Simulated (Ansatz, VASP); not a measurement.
# MgBe2S3 in VASP and in Ansatz

```xyz
6
Lattice="3.4518 0.0000 0.0000 -1.7259 2.9894 0.0000 0.0000 0.0000 8.8564" Properties=species:S:1:pos:R:3 pbc="T T T"
Mg    0.0000    0.0000    0.0000
Be    0.0000    1.9929    5.8614
Be    1.7259    0.9965    2.9950
S     0.0000    1.9929    1.8431
S     0.0000    0.0000    4.4282
S     1.7259    0.9965    7.0134
```

Change from the starting cell: species swapped into the NaNi2O3 type (P-3m1, No. 164).

Alike in both runs: task single point; functional PBE; k mesh 6 × 6 × 2; occupations gaussian, width 0.1 eV; no spin polarisation.

|  | VASP | Ansatz |
| --- | --- | --- |
| version | VASP 6.6.1 | Ansatz 0.2.0 |
| potentials or method | VASP PAW PBE potentials, release 64 (Mg, Be, S) | scalar-relativistic, plane waves, PAW |
| plane-wave cutoff (eV) | 520 | 420 |
| valence electrons in the cell | 24 | 32 |

```tsv
	VASP	Ansatz	Ansatz less VASP
gap on the k mesh at the Fermi level (eV)	1.08	1.08	+0.002
least direct gap on the mesh (eV)	1.65	1.65	+0.001
pressure (GPa)	-5.9	-5.7	+0.15
largest component of the traceless stress (GPa)	3.10	3.09	-0.017
rms of the force components (eV/Å)	0.376	0.371	-0.0052
```

Atom by atom the forces differ by 0.005 eV/Å (rms over components). The two sets of potentials don't hold the same shells in valence.

Caveats: forces of over 1 eV/Å show positions far from the minimum, so gaps and moduli don't describe the material at rest. A k mesh can miss the band edges.
